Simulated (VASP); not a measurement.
VASP input:

KPOINTS:
```
Automatic mesh
0
Gamma
8 8 8
0 0 0
```

INCAR:
```
! general
SYSTEM   =  Mg2Sn
PREC     =  Accurate
ENCUT    =  520
LREAL    =  F   ! projection in real space or not
LASPH    =  T   ! aspherical one-centre terms

! electronic loop
EDIFF    =  1E-7   ! SCF stop (eV)
NELM     =  100
ALGO     =  Normal
LMAXMIX  =  4   ! l cut-off of mixed one-centre charges

! smearing
ISMEAR   =  1
SIGMA    =  0.1   ! width (eV)

! functional
GGA      =  PE   ! PBE
IVDW     =  11   ! D3, zero damping

! ions
ISIF     =  2   ! forces and stress, cell fixed

! output
LWAVE    =  F
LCHARG   =  F
```

File POSCAR:
```
Mg2Sn
1
    0.0000000000     3.3357633153     3.3357633153
    3.3357633153     0.0000000000     3.3357633153
    3.3357633153     3.3357633153     0.0000000000
Mg Sn
2 1
Direct
  0.2500000000   0.2500000000   0.2500000000
  0.7500000000   0.7500000000   0.7500000000
  0.0000000000   1.0000000000   0.0000000000
```

POTCAR, in this order: Mg Sn_d (PBE.64 set). Program: vasp_std.

Question: Translate this PBE-D3 (zero damping) calculation to Quantum ESPRESSO's pw.x.

Answer: One equivalent input (not run):
```
&CONTROL
  calculation = 'scf'
  pseudo_dir = './pseudo'
  outdir = './out'
  tprnfor = .true.
  tstress = .true.
/
&SYSTEM
  ibrav = 0
  nat = 3
  ntyp = 2
  ecutwfc = 84
  occupations = 'smearing'
  smearing = 'methfessel-paxton'
  degauss = 0.00735
  input_dft = 'pbe'
  vdw_corr = 'grimme-d3'
  dftd3_version = 3
  dftd3_threebody = .false.
/
&ELECTRONS
  conv_thr = 7.3e-09
  electron_maxstep = 100
/
ATOMIC_SPECIES
  Mg 24.305 Mg.upf
  Sn 118.710 Sn.upf
CELL_PARAMETERS angstrom
     0.0000000    3.3357633    3.3357633
     3.3357633    0.0000000    3.3357633
     3.3357633    3.3357633    0.0000000
ATOMIC_POSITIONS crystal
  Mg   0.2500000  0.2500000  0.2500000
  Mg   0.7500000  0.7500000  0.7500000
  Sn   0.0000000  1.0000000  0.0000000
K_POINTS automatic
  8 8 8 0 0 0
```
The two are equivalent in intent, not identical: the potentials are each code's own (VASP's PAW set, PseudoDojo norm-conserving files in pw.x), so ENCUT and ecutwfc are chosen apart and not converted; conv_thr bounds pw.x's estimated SCF error, while EDIFF bounds the energy change between steps.

The compound is Mg2Sn in the antifluorite structure. This cell is one point of a volume scan, at 0.97 of the reference volume.
